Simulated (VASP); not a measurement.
Data:

```xyz
3
Lattice="-1.6050 1.6050 3.9250 1.6050 -1.6050 3.9250 1.6050 1.6050 -3.9250" Properties=species:S:1:pos:R:3 pbc="T T T"
Si     0.0367    -0.0186     5.1870
Si     0.0533     0.0376     2.6051
Mo    -0.0899    -0.0190     0.0579
```

Calculation: PBE GGA, VASP's PBE PAW potentials (set 64) (plane waves; VASP). Numerical set-up: 300 eV cut-off, 5×5×7 Γ-centred mesh, Fermi-Dirac smearing of 0.10 eV, potentials Si Mo_sv.

At this cut-off the stress carries a Pulay error, which pulls relaxed volumes low.

Problem. Give the force on each atom (eV/Å).

Solution. 
```tsv
atom	Fx	Fy	Fz
Si1	-0.749	0.164	0.687
Si2	-0.567	-0.389	0.390
Mo3	1.317	0.225	-1.077
```

Problem. Give the stress tensor in GPa (positive for a compressed cell).

Solution. 
```
 2.69   0.35  -1.29
 0.35   3.71   0.23
-1.29   0.23   4.28
```
The pressure is its mean diagonal, 3.56 GPa.

The structure is a typed MoSi2 crystal. The cell was not relaxed at this level, atoms are displaced from their ideal sites. The k-mesh is coarse (spacing up to 0.42 per Å, 2π included), so the numbers may not be converged in it.
